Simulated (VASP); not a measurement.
**How biaxial strain in the (110) plane changes C**

Wanted: the response of C to biaxial strain in the (110) plane, as a table, with a fit that predicts a row left out.

Calculated with VASP 6.6.1; LDA; plane waves and PAW (C), in the first sound run; inputs show where later runs differ.

## (1) Set-up

The structure is cubic, space group Fd-3m (No. 227). The conventional cell has a = 3.567 Å, b = 3.567 Å, c = 3.567 Å, α = 90.00°, β = 90.00°, γ = 90.00°. C has 4 C at 1.54 Å nearest.

Coordinates:

```cif
data_structure
_symmetry_space_group_name_H-M 'Fd-3m:1'
_symmetry_Int_Tables_number 227
_cell_length_a 3.5670
_cell_length_b 3.5670
_cell_length_c 3.5670
_cell_angle_alpha 90.000
_cell_angle_beta 90.000
_cell_angle_gamma 90.000
_cell_volume 45.38
loop_
_atom_site_label
_atom_site_type_symbol
_atom_site_symmetry_multiplicity
_atom_site_Wyckoff_symbol
_atom_site_fract_x
_atom_site_fract_y
_atom_site_fract_z
_atom_site_occupancy
C1 C 8 b 0.00000 0.00000 0.50000 1
```

## (2) Relax the crystal, LDA

The series starts from the cell that this level prefers, so that zero strain is near zero stress.

This step took 2 runs in a row; the last is shown.

Level: LDA; plane waves and PAW (C).

The input, INCAR:

```
SYSTEM = C
PREC = Accurate
ENCUT = 600
EDIFF = 1E-07
NELM = 120
ISMEAR = 0
SIGMA = 0.02
LREAL = .FALSE.
ALGO = Normal
GGA = CA
NBANDS = 10
LASPH = .TRUE.
LORBIT = 11
LWAVE = .FALSE.
LCHARG = .FALSE.
KPAR = 12
IBRION = 2
NSW = 40
ISIF = 3
EDIFFG = -0.005
POTIM = 0.4
```

The input, POSCAR:

```
C
1.0
    0.0000000000      1.7668691223      1.7668691223
    1.7668691223      0.0000000000      1.7668691223
    1.7668691223      1.7668691223      0.0000000000
C
2
Direct
    0.0000000000      0.0000000000      0.0000000000
    0.2500000000      0.2500000000      0.2500000000
```

The input, KPOINTS:

```
Automatic mesh
0
Gamma
14 14 14
0 0 0
```

The projector-augmented-wave data sets are C (LDA family, release 64).

The run is started by

```bash
$ mpirun -np 12 vasp_std
```

The log of the run:

```text
[banner, memory and clock lines left out]
running   12 mpi-ranks, on    1 nodes
[...]
|                                                                             |
|           W    W    AA    RRRRR   N    N  II  N    N   GGGG   !!!           |
|           W    W   A  A   R    R  NN   N  II  NN   N  G    G  !!!           |
|           W    W  A    A  R    R  N N  N  II  N N  N  G       !!!           |
|           W WW W  AAAAAA  RRRRR   N  N N  II  N  N N  G  GGG   !            |
|           WW  WW  A    A  R   R   N   NN  II  N   NN  G    G                |
|           W    W  A    A  R    R  N    N  II  N    N   GGGG   !!!           |
|                                                                             |
|     For optimal performance we recommend to set                             |
|       NCORE = 2 up to number-of-cores-per-socket                            |
|     NCORE specifies how many cores store one orbital (NPAR=cpu/NCORE).      |
|     This setting can greatly improve the performance of VASP for DFT.       |
[...]
|     Unfortunately you need to use the default for GW and RPA                |
|     calculations (for HF NCORE is supported but not extensively tested      |
|     yet).                                                                   |
|                                                                             |

 LDA part: xc-table for (Slater(with rela. corr.)+CA(PZ))
 , standard interpolation
 POSCAR, INCAR and KPOINTS ok, starting setup
[...]
entering main loop
       N       E                     dE             d eps       ncg     rms          rms(c)
DAV:   1     0.225764947053E-01    0.22576E-01   -0.54446E+03  2120   0.891E+02
DAV:   2    -0.207061526879E+02   -0.20729E+02   -0.19786E+02  2798   0.131E+02
DAV:   3    -0.211142547769E+02   -0.40810E+00   -0.40710E+00  2488   0.154E+01
DAV:   4    -0.211151186072E+02   -0.86383E-03   -0.86376E-03  2274   0.831E-01
[...]
DAV:   9    -0.202521614011E+02    0.12387E-04   -0.34034E-05  2370   0.497E-02    0.194E-02
DAV:  10    -0.202521627672E+02   -0.13661E-05   -0.17725E-06  2274   0.121E-02    0.447E-03
DAV:  11    -0.202521627009E+02    0.66275E-07   -0.56512E-08  1640   0.199E-03
   1 F= -.20252163E+02 E0= -.20252163E+02  d E =-.202522E+02
[...]
reached required accuracy - stopping structural energy minimisation
```

Elapsed: 2 s, on 12 MPI ranks of Intel Xeon 6975P-C (Granite Rapids), shared host; peak memory 1.3 GiB; 12 s of CPU time.

The logs omit lines about the potential files and the build; timing stands in the text.

OUTCAR, selected parts (step 2):

```text
  Total        0.0025777      0.0025777      0.0025777     -0.0000000     -0.0000000     -0.0000000
  in kB        0.3743643      0.3743643      0.3743643     -0.0000000     -0.0000000     -0.0000000
  external PRESSURE =       0.3743643 kB  Pullay stress =       0.0000000 kB

 POSITION                                       TOTAL-FORCE (eV/Angst)
 -----------------------------------------------------------------------------------
      0.00000      0.00000      0.00000         0.000000      0.000000      0.000000
      0.88343      0.88343      0.88343        -0.000000     -0.000000     -0.000000
 -----------------------------------------------------------------------------------
    total drift:                                0.000000      0.000000      0.000000

  FREE ENERGIE OF THE ION-ELECTRON SYSTEM (eV)
  ---------------------------------------------------
  free  energy   TOTEN  =       -20.2521627009 eV

  energy  without entropy=      -20.2521627009  energy(sigma->0) =      -20.25216270

 reached required accuracy - stopping structural energy minimisation

[... 3 further parts left out ...]
[key lines of the parts left out:]
E-fermi :  10.2749
```

Numbers from this step:

- energy(sigma→0) of the program: -20.2522 eV
- stress, compression positive: 0.04 along [110], 0.04 across it (mean), GPa
- volume: 11.032 Å³
- ionic steps: 1

## (3) Strain along the normal, LDA

One member in full: the plane is strained by 0.5 %, and the strain along the normal is moved by secant steps until the normal stress is under 0.012 GPa or five steps are spent; the atoms relax at each step.

This step took 4 runs, each at a new trial strain with the atoms of the one before; the last is shown.

Level: LDA; plane waves and PAW (C).

INCAR, as its differences from that of step 2:

```diff
@@ -15,7 +15,7 @@
 LCHARG = .FALSE.
-KPAR = 12
-IBRION = 2
-NSW = 40
-ISIF = 3
-EDIFFG = -0.005
-POTIM = 0.4
+KPAR = 3
+IBRION = 1
+NSW = 25
+ISIF = 2
+EDIFFG = -0.004
+POTIM = 0.3
```

The input, POSCAR:

```
C
1.0
   -0.0050369590      1.7706665090      1.7757034680
    1.7706665090     -0.0050369590      1.7757034680
    1.7656295490      1.7656295490      0.0000000000
C
2
Direct
    0.9999256861      0.9999256861      0.0000743139
    0.2500743139      0.2500743139      0.2499256861
```

KPOINTS is that of step 2.

The run is started by

```bash
$ mpirun -np 3 vasp_std
```

The log of the run:

```text
[banner, memory and clock lines left out]
running    3 mpi-ranks, on    1 nodes
[...]
LDA part: xc-table for (Slater(with rela. corr.)+CA(PZ))
 , standard interpolation
 POSCAR, INCAR and KPOINTS ok, starting setup
[...]
entering main loop
       N       E                     dE             d eps       ncg     rms          rms(c)
DAV:   1     0.177975755889E-01    0.17798E-01   -0.53412E+03  8758   0.885E+02
DAV:   2    -0.206560274406E+02   -0.20674E+02   -0.19730E+02 11442   0.132E+02
DAV:   3    -0.210914341124E+02   -0.43541E+00   -0.43428E+00 10040   0.155E+01
DAV:   4    -0.210924810227E+02   -0.10469E-02   -0.10469E-02  9334   0.898E-01
[...]
DAV:   9    -0.202505553158E+02    0.11011E-04   -0.33639E-05  9812   0.495E-02    0.193E-02
DAV:  10    -0.202505568772E+02   -0.15613E-05   -0.17864E-06  9438   0.121E-02    0.445E-03
DAV:  11    -0.202505568397E+02    0.37456E-07   -0.59914E-08  6684   0.206E-03
   1 F= -.20250557E+02 E0= -.20250557E+02  d E =-.202506E+02
 BRION: g(F)=  0.126E-06 g(S)=  0.000E+00
 reached required accuracy - stopping structural energy minimisation
```

The job ended after 9 s (3 MPI ranks; peak memory 0.41 GiB).

From OUTCAR (step 3):

```text
  Total       -0.2305065     -0.2305065     -0.4188034      0.2305614     -0.0000000     -0.0000000
  in kB      -33.1683094    -33.1683094    -60.2629441     33.1762108     -0.0000000     -0.0000000
  external PRESSURE =     -42.1998543 kB  Pullay stress =       0.0000000 kB

 POSITION                                       TOTAL-FORCE (eV/Angst)
 -----------------------------------------------------------------------------------
      1.76563      1.76563      3.55114        -0.000000     -0.000000     -0.001476
      0.88281      0.88281      0.88812         0.000000      0.000000      0.001476
 -----------------------------------------------------------------------------------
    total drift:                                0.000000      0.000000      0.000000

  FREE ENERGIE OF THE ION-ELECTRON SYSTEM (eV)
  ---------------------------------------------------
  free  energy   TOTEN  =       -20.2505568397 eV

  energy  without entropy=      -20.2505568397  energy(sigma->0) =      -20.25055684

[... 1 part as in an earlier step ...]

[... 3 further parts left out ...]
[key lines of the parts left out:]
E-fermi :  10.1307
```

Read from the output:

| Item | Value |
| --- | --- |
| energy(sigma→0) of the program | -20.2506 eV |
| stress, compression positive | 0.00 along [110], -6.33 across it (mean), GPa |
| ionic steps | 1 |

## (4) Band edges, TB-mBJ with spin-orbit coupling

Short lines in KPOINTS_OPT sample the zone centre along and across the normal of the plane, for masses, and the other valleys.

Level: TB-mBJ, spin-orbit coupling; plane waves and PAW (C).

TB-mBJ has no energy functional, so the total energy, stress and pressure in this output mean nothing.

The input, INCAR:

```
SYSTEM = C
PREC = Accurate
ENCUT = 600
EDIFF = 1E-06
NELM = 150
ISMEAR = 0
SIGMA = 0.02
LREAL = .FALSE.
ALGO = Normal
METAGGA = MBJ
LASPH = .TRUE.
LNONCOLLINEAR = .TRUE.
MAGMOM = 0 0 0 0 0 0
NBANDS = 18
GGA_COMPAT = .FALSE.
LSORBIT = .TRUE.
LWAVE = .FALSE.
LCHARG = .FALSE.
KPAR = 3
```

POSCAR is that of step 3.

The input, KPOINTS:

```
Automatic mesh
0
Gamma
11 11 11
0 0 0
```

The input, KPOINTS_OPT:

```
Line mode
6
Line-mode
Reciprocal
  0.00000000   0.00000000   0.00000000
  0.00993516   0.00993516   0.01987031

  0.00000000   0.00000000   0.00000000
 -0.00999184   0.00999184  -0.00000000

  0.31000000   0.31000000   0.00000000
  0.50000000   0.50000000   0.00000000

  0.00000000   0.31000000   0.31000000
  0.00000000   0.50000000   0.50000000

  0.45000000   0.45000000   0.45000000
  0.50000000   0.50000000   0.50000000

  0.45000000   0.00000000   0.00000000
  0.50000000   0.00000000   0.00000000

  0.42500000   0.42500000   0.00000000
  0.42495992   0.43909052   0.01405043

  0.50000000   0.50000000   0.50000000
  0.49000816   0.50999184   0.50000000
```

The run is started by

```bash
$ mpirun -np 3 vasp_ncl
```

The log of the run:

```text
[banner, memory and clock lines left out]
running    3 mpi-ranks, on    1 nodes
[...]
|                                                                             |
|               ----> ADVICE to this user running VASP <----                  |
|                                                                             |
|     You enforced a specific xc type in the INCAR file but a different       |
|     [... a line on the potential file left out ...]
|     I HOPE YOU KNOW WHAT YOU ARE DOING!                                     |
|                                                                             |

 LDA part: xc-table for (None), standard interpolation
 POSCAR, INCAR and KPOINTS ok, starting setup
[...]
entering main loop
       N       E                     dE             d eps       ncg     rms          rms(c)
DAV:   1     0.846357171926E+01    0.84636E+01   -0.45262E+03  7776   0.985E+02
DAV:   2    -0.205937440807E+02   -0.29057E+02   -0.26878E+02 10898   0.185E+02
DAV:   3    -0.215008727291E+02   -0.90713E+00   -0.89980E+00  9134   0.255E+01
DAV:   4    -0.215040212156E+02   -0.31485E-02   -0.31476E-02  9560   0.183E+00
[...]
DAV:  30    -0.195230252170E+02    0.32476E-05   -0.14264E-12  3924   0.117E-05    0.312E-06
DAV:  31    -0.195230263066E+02   -0.10895E-05   -0.56455E-13  3918   0.341E-06    0.337E-06
DAV:  32    -0.195230255951E+02    0.71150E-06   -0.47701E-13  3914   0.678E-06
   1 F= -.19523026E+02 E0= -.19523026E+02  d E =-.240450E-24  mag=    -0.0000     0.0000    -0.0000
 Start KPOINTS_OPT (optional k-point list driver)
k-point batch [1-48\48]
       N       E                     dE             ncg
DAV:   1     0.233960833889E+04   -0.12538E+05     1728
DAV:   2     0.812809846217E+03   -0.15268E+04     2450
DAV:   3     0.770568619461E+03   -0.42241E+02     1980
DAV:   4     0.770450552221E+03   -0.11807E+00     2158
DAV:   5     0.770450234886E+03   -0.31734E-03     1908
DAV:   6     0.770450233804E+03   -0.10818E-05     1796
DAV:   7     0.770450233748E+03   -0.56191E-07     1454
```

The job ended after 1.7 min (3 MPI ranks; peak memory 0.73 GiB; 3.8 min of CPU time).

OUTCAR, selected parts (step 4):

```text
  LATTYP: Found a body centered orthorhombic cell.
 ALAT       =     2.4969772543
 B/A-ratio  =     1.0057055677
 C/A-ratio  =     1.4222824537

 Subroutine GETGRP returns: Found  8 space group operations
 (whereof  4 operations were pure point group operations)

The static configuration has the point symmetry C_2v.
 The point group associated with its full space group is D_2h.

 Found    216 irreducible k-points:

   k-points           NKPTS =    216   k-points in BZ     NKDIM =    216   number of bands    NBANDS=     18

   dimension x,y,z NGX =    20 NGY =   20 NGZ =   20
   dimension x,y,z NGXF=    40 NGYF=   40 NGZF=   40

   ENCUT  =  600.0 eV  44.10 Ry    6.64 a.u.   5.01  5.01  4.99*2*pi/ulx,y,z

   NELECT =       8.0000    total number of electrons

 E-fermi :  10.1123

 k-point     1 :       0.0000    0.0000    0.0000
  band No.  band energies     occupation
    ...
      4       9.9178      1.00000
      5       9.9569      1.00000
      6       9.9569      1.00000
      7       9.9781      1.00000
      8       9.9781      1.00000
      9      16.5312      0.00000
     10      16.5312      0.00000
     11      16.6441      0.00000
     12      16.6441      0.00000
     13      16.6916      0.00000
    ...

 k-point     2 :       0.0909   -0.0000    0.0000
  band No.  band energies     occupation
    ...
      4       8.5374      1.00000
      5       9.5821      1.00000
      6       9.5821      1.00000
      7       9.6298      1.00000
      8       9.6298      1.00000
      9      17.0827      0.00000
     10      17.0827      0.00000
     11      17.1792      0.00000
     12      17.1792      0.00000
     13      17.3613      0.00000
    ...

  Total       -4.8830938     -4.8830938     -5.1156718      0.2308055     -0.0000000     -0.0000000
  in kB     -702.6437345   -702.6437345   -736.1101153     33.2113307     -0.0000002     -0.0000002
  external PRESSURE =    -713.7991947 kB  Pullay stress =       0.0000000 kB

 POSITION                                       TOTAL-FORCE (eV/Angst)
 -----------------------------------------------------------------------------------
      1.76563      1.76563      3.55114         0.000000      0.000000      0.057135
      0.88281      0.88281      0.88812        -0.000000     -0.000000     -0.057135
 -----------------------------------------------------------------------------------
    total drift:                                0.000000     -0.000000      0.000000

  FREE ENERGIE OF THE ION-ELECTRON SYSTEM (eV)
  ---------------------------------------------------
  free  energy   TOTEN  =       -19.5230255951 eV

  energy  without entropy=      -19.5230255951  energy(sigma->0) =      -19.52302560

 Spin-Orbit-Coupling matrix elements
 Ion:    1  E_soc:     -0.0000106
 Ion:    2  E_soc:     -0.0000106

[... 1 part as in an earlier step ...]

[... 7 further parts left out ...]
```

## (5) Band edges, r2SCAN with spin-orbit coupling

Short lines in KPOINTS_OPT sample the zone centre along and across the normal of the plane, for masses, and the other valleys.

Level: r2SCAN, spin-orbit coupling; plane waves and PAW (C).

INCAR, as its differences from that of step 4:

```diff
@@ -4,3 +4,3 @@
 EDIFF = 1E-06
-NELM = 150
+NELM = 100
 ISMEAR = 0
@@ -9,3 +9,3 @@
 ALGO = Normal
-METAGGA = MBJ
+METAGGA = R2SCAN
 LASPH = .TRUE.
```

POSCAR is that of step 4.

KPOINTS is that of step 4.

KPOINTS_OPT is that of step 4.

The run is started by

```bash
$ mpirun -np 3 vasp_ncl
```

The log of the run:

```text
[banner, memory and clock lines left out]
running    3 mpi-ranks, on    1 nodes
[...]
[... a notice as in an earlier step ...]

 LDA part: xc-table for (None), standard interpolation
 POSCAR, INCAR and KPOINTS ok, starting setup
[...]
entering main loop
       N       E                     dE             d eps       ncg     rms          rms(c)
DAV:   1    -0.906133319021E+01   -0.90613E+01   -0.46627E+03  7776   0.101E+03
DAV:   2    -0.390221494055E+02   -0.29961E+02   -0.27686E+02 10928   0.191E+02
DAV:   3    -0.399561856335E+02   -0.93404E+00   -0.92627E+00  9024   0.264E+01
DAV:   4    -0.399593872356E+02   -0.32016E-02   -0.32007E-02  9566   0.188E+00
[...]
DAV:   9    -0.376248552040E+02   -0.35972E-03   -0.16901E-04  8850   0.183E-01    0.155E-02
DAV:  10    -0.376248567371E+02   -0.15330E-05   -0.40470E-06  9232   0.200E-02    0.127E-02
DAV:  11    -0.376248574885E+02   -0.75141E-06   -0.57284E-07  5640   0.851E-03
   1 F= -.37624857E+02 E0= -.37624857E+02  d E =-.899118E-14  mag=     0.0000    -0.0000    -0.0000
 Start KPOINTS_OPT (optional k-point list driver)
k-point batch [1-48\48]
       N       E                     dE             ncg
DAV:   1     0.227268938852E+04   -0.12605E+05     1728
DAV:   2     0.742339476689E+03   -0.15303E+04     2468
DAV:   3     0.698078338228E+03   -0.44261E+02     1948
DAV:   4     0.697950849204E+03   -0.12749E+00     2120
DAV:   5     0.697950526805E+03   -0.32240E-03     1874
DAV:   6     0.697950525743E+03   -0.10629E-05     1736
DAV:   7     0.697950525683E+03   -0.59423E-07     1438
```

The job ended after 2.6 min (3 MPI ranks; peak memory 0.74 GiB).

[end of part 1 of 2]

[Lines on the potential files, build, host, timing and source positions are cut from VASP's logs without a mark.]

[Logs are printed without paths, hosts, clocks, repeated set-up lines and the standing remarks that a program may print on its own settings, such as how far it seeks lower states.]

[Hosts, paths, dates, database ids (printed as entryN), source tags and the programs' standing remarks are cut or masked in the printed files.]

[In band tables of VASP the shares of atoms and orbitals are scaled to a sum of 1 inside the atoms' spheres.]
